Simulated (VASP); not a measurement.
These are vdW-DF2, VASP's PBE PAW potentials (set 64) (plane waves; VASP 6.6.1) values and carry that method's errors.

A VASP calculation is set up with these files.

### INCAR
```
# general
SYSTEM   = CdF2
PREC     = Accurate
ENCUT    = 520   # plane-wave cut-off (eV)
LREAL    = F   # projection in real space or not
LASPH    = T   # aspherical one-centre terms

# electronic loop
EDIFF    = 1E-7   # SCF stop (eV)
NELM     = 100   # most electronic steps
ALGO     = Normal
LMAXMIX  = 4

# smearing
ISMEAR   = 0   # Gaussian
SIGMA    = 0.05

# functional
GGA      = ML
LUSE_VDW = T
AGGAC    = 0.0
ZAB_VDW  = -1.8867

# ions
ISIF     = 2   # forces and stress, cell fixed

# output
LWAVE    = F
LCHARG   = F
```

File POSCAR:
```
CdF2
1
    0.0000000000     2.8066945131     2.8066945131
    2.8066945131     0.0000000000     2.8066945131
    2.8066945131     2.8066945131     0.0000000000
Cd F
1 2
Direct
  1.0000000000   1.0000000000   1.0000000000
  0.2500000000   0.2500000000   0.2500000000
  0.7500000000   0.7500000000   0.7500000000
```

File KPOINTS:
```
Automatic mesh
0
Gamma
7 7 7
0 0 0
```

POTCAR, in this order: Cd F (PBE.64 set). Program: vasp_std.

The resulting files:

File OUTCAR:
```
 ion  position               nearest neighbor table
   1  0.000  0.000  0.000-   3 2.43   3 2.43   3 2.43   2 2.43   3 2.43   2 2.43   2 2.43   2 2.43
  LATTYP: Found a face centered cubic cell.
 ALAT       =     5.6133890262
 Subroutine PRICEL returns:
 Original cell was already a primitive cell.
 Subroutine GETGRP returns: Found 48 space group operations
The static configuration has the point symmetry O_h .
The dynamic configuration has the point symmetry O_h .
 Subroutine INISYM returns: Found 48 space group operations
 Subroutine IBZKPT returns following result:
 Found     20 irreducible k-points:

 Following reciprocal coordinates:
            Coordinates               Weight
  0.000000  0.000000  0.000000      1.000000
  0.142857  0.000000  0.000000      8.000000
  0.285714  0.000000  0.000000      8.000000
  0.428571  0.000000  0.000000      8.000000
  0.142857  0.142857  0.000000      6.000000
  0.285714  0.142857  0.000000     24.000000
  0.428571  0.142857  0.000000     24.000000
 -0.428571  0.142857  0.000000     24.000000
 -0.285714  0.142857  0.000000     24.000000
 -0.142857  0.142857  0.000000     12.000000
  0.285714  0.285714  0.000000      6.000000
  0.428571  0.285714  0.000000     24.000000
 -0.428571  0.285714  0.000000     24.000000
 -0.285714  0.285714  0.000000     12.000000
  0.428571  0.428571  0.000000      6.000000
 -0.428571  0.428571  0.000000     12.000000
  0.428571  0.285714  0.142857     24.000000
 -0.428571  0.285714  0.142857     48.000000
 -0.428571  0.428571  0.142857     24.000000
 -0.285714  0.428571  0.142857     24.000000
   k-points           NKPTS =     20   k-points in BZ     NKDIM =     20   number of bands    NBANDS=     17
   number of dos      NEDOS =    301   number of ions     NIONS =      3
   total plane-waves  NPLWV =  27000
   dimension x,y,z NGX =    30 NGY =   30 NGZ =   30
   dimension x,y,z NGXF=    60 NGYF=   60 NGZF=   60
   ions per type =               1   2
   PREC   = accura    normal or accurate (medium, high low for compatibility)
   ISTART =      0    job   : 0-new  1-cont  2-samecut
   ICHARG =      2    charge: 1-file 2-atom 10-const
   ISPIN  =      1    spin polarized calculation?
   LNONCOLLINEAR =      F non collinear calculations
   LSORBIT =      F    spin-orbit coupling
   INIWAV =      1    electr: 0-lowe 1-rand  2-diag
   ENCUT  =  520.0 eV  38.22 Ry    6.18 a.u.   7.38  7.38  7.38*2*pi/ulx,y,z
   NELM   =    100;   NELMIN=  2; NELMDL= -5     # of ELM steps
   EDIFF  = 0.1E-06   stopping-criterion for ELM
   LREAL  =      F    real-space projection
   NLSPLINE    = F    spline interpolate recip. space projectors
   LMAXMIX     =    4 max onsite mixed and CHGCAR
   VOSKOWN=      0    Vosko Wilk Nusair interpolation
   EDIFFG = 0.1E-05   stopping-criterion for IOM
   NSW    =      0    number of steps for IOM
   NBLOCK =      1;   KBLOCK =      1    inner block; outer block
   IBRION =     -1    ionic relax: 0-MD 1-quasi-New 2-CG
   NFREE  =      0    steps in history (QN), initial steepest desc. (CG)
   ISIF   =      2    stress and relaxation
   ISYM   =      2    0-nonsym 1-usesym 2-fastsym
   TEIN   =    0.0    initial temperature
   TEBEG  =    0.0;   TEEND  =   0.0 temperature during run
   SMASS  =  -3.00    Nose mass-parameter (am)
   PSTRESS=    0.0 pullay stress
   NELECT =      26.0000    total number of electrons
   EFERMI =   0.00;   METHOD = LEGACY
   ISMEAR =     0;   SIGMA  =   0.05  broadening in eV -4-tet -1-fermi 0-gaus
   IALGO  =     38    algorithm
   LDIAG  =      T    sub-space diagonalisation (order eigenvalues)
   IMIX   =      4    mixing-type and parameters
     AMIX     =   0.40;   BMIX     =  1.00
     AMIX_MAG =   1.60;   BMIX_MAG =  1.00
     AMIN     =   0.10
...
```

OSZICAR:
```
       N       E                     dE             d eps       ncg     rms          rms(c)
DAV:   1     0.207812638796E+03    0.20781E+03   -0.15743E+04   696   0.152E+03
DAV:   2     0.198626202617E+01   -0.20583E+03   -0.20083E+03   785   0.379E+02
DAV:   3    -0.699312912228E+01   -0.89794E+01   -0.89602E+01   731   0.893E+01
DAV:   4    -0.703582870670E+01   -0.42700E-01   -0.42693E-01   764   0.623E+00
DAV:   5    -0.703600076009E+01   -0.17205E-03   -0.17205E-03   720   0.356E-01    0.103E+01
DAV:   6    -0.447801268727E+01    0.25580E+01   -0.83712E+00   939   0.515E+01    0.625E+00
DAV:   7    -0.448465704902E+01   -0.66444E-02   -0.94773E-01   681   0.108E+01    0.363E+00
DAV:   8    -0.444793724618E+01    0.36720E-01   -0.22253E-01   680   0.451E+00    0.806E-01
DAV:   9    -0.443815491913E+01    0.97823E-02   -0.41861E-02   738   0.202E+00    0.136E-01
DAV:  10    -0.443842623864E+01   -0.27132E-03   -0.38802E-03   683   0.828E-01    0.113E-01
DAV:  11    -0.443844548523E+01   -0.19247E-04   -0.38400E-04   821   0.264E-01    0.487E-02
DAV:  12    -0.443846524014E+01   -0.19755E-04   -0.12650E-04   683   0.114E-01    0.845E-03
DAV:  13    -0.443846657643E+01   -0.13363E-05   -0.65992E-06   738   0.342E-02    0.101E-02
DAV:  14    -0.443846578246E+01    0.79397E-06   -0.30710E-06   752   0.212E-02    0.317E-03
DAV:  15    -0.443846577908E+01    0.33738E-08   -0.17915E-07   559   0.463E-03
   1 F= -.44384658E+01 E0= -.44384658E+01  d E =-.265433E-19
```

File OUTCAR:
```
------------------------ aborting loop because EDIFF is reached ----------------------------------------
  FORCE on cell =-STRESS in cart. coord.  units (eV):
  Direction    XX          YY          ZZ          XY          YZ          ZX
  --------------------------------------------------------------------------------------
  Total       -0.7239444     -0.7239444     -0.7239444      0.0000000      0.0000000      0.0000000
  in kB      -26.2301266    -26.2301266    -26.2301266      0.0000000      0.0000000      0.0000000
  external PRESSURE =     -26.2301266 kB  Pullay stress =       0.0000000 kB
  volume of cell :       44.22
      direct lattice vectors                 reciprocal lattice vectors
     0.000000000  2.806694513  2.806694513    -0.178145501  0.178145501  0.178145501
     2.806694513  0.000000000  2.806694513     0.178145501 -0.178145501  0.178145501
     2.806694513  2.806694513  0.000000000     0.178145501  0.178145501 -0.178145501
 POSITION                                       TOTAL-FORCE (eV/Angst)
 -----------------------------------------------------------------------------------
      0.00000      0.00000      0.00000         0.000000      0.000000      0.000000
      1.40335      1.40335      1.40335        -0.000000     -0.000000     -0.000000
      4.21004      4.21004      4.21004         0.000000      0.000000     -0.000000
 -----------------------------------------------------------------------------------
    total drift:                                0.000000     -0.000000      0.000000
  FREE ENERGIE OF THE ION-ELECTRON SYSTEM (eV)
  ---------------------------------------------------
  free  energy   TOTEN  =        -4.4384657791 eV

  energy  without entropy=       -4.4384657791  energy(sigma->0) =       -4.43846578
```
(Selected blocks of OUTCAR.)

**OUTCAR**
```
 val. band max:       -2.5142773009   @ k =  -0.2857   0.4286   0.1429

 cond. band min:       0.1073308813   @ k =   0.0000   0.0000   0.0000


 Fermi energy:        -2.2008028997

 k-point     1 :       0.0000    0.0000    0.0000
  band No.  band energies     occupation
      1     -22.5644      2.00000
      2     -21.7631      2.00000
      3      -7.7716      2.00000
      4      -7.7716      2.00000
      5      -7.7716      2.00000
      6      -7.0360      2.00000
      7      -7.0360      2.00000
      8      -3.1617      2.00000
      9      -3.1616      2.00000
     10      -3.1616      2.00000
     11      -3.0629      2.00000
     12      -3.0629      2.00000
     13      -3.0629      2.00000
     14       0.1073      0.00000
     15       9.5388      0.00000
     16       9.5388      0.00000
     17       9.5388      0.00000

 k-point     2 :       0.1429    0.0000    0.0000
  band No.  band energies     occupation
      1     -22.5172      2.00000
      2     -21.8028      2.00000
      3      -7.7197      2.00000
      4      -7.7197      2.00000
      5      -7.6229      2.00000
      6      -7.0472      2.00000
      7      -7.0472      2.00000
      8      -3.7162      2.00000
      9      -3.3298      2.00000
     10      -3.3298      2.00000
     11      -3.1329      2.00000
     12      -2.9895      2.00000
     13      -2.9895      2.00000
     14       0.7876      0.00000
     15       8.6249      0.00000
     16       9.7777      0.00000
     17       9.7777      0.00000

 k-point     3 :       0.2857    0.0000    0.0000
  band No.  band energies     occupation
      1     -22.3932      2.00000
      2     -21.9098      2.00000
      3      -7.6170      2.00000
      4      -7.6170      2.00000
      5      -7.2547      2.00000
      6      -7.0441      2.00000
      7      -7.0441      2.00000
      8      -4.3898      2.00000
      9      -3.6338      2.00000
     10      -3.6108      2.00000
     11      -3.6108      2.00000
...
```

The compound is CdF2 in the fluorite structure. This cell is one point of a volume scan, at 1.03 of the reference volume.
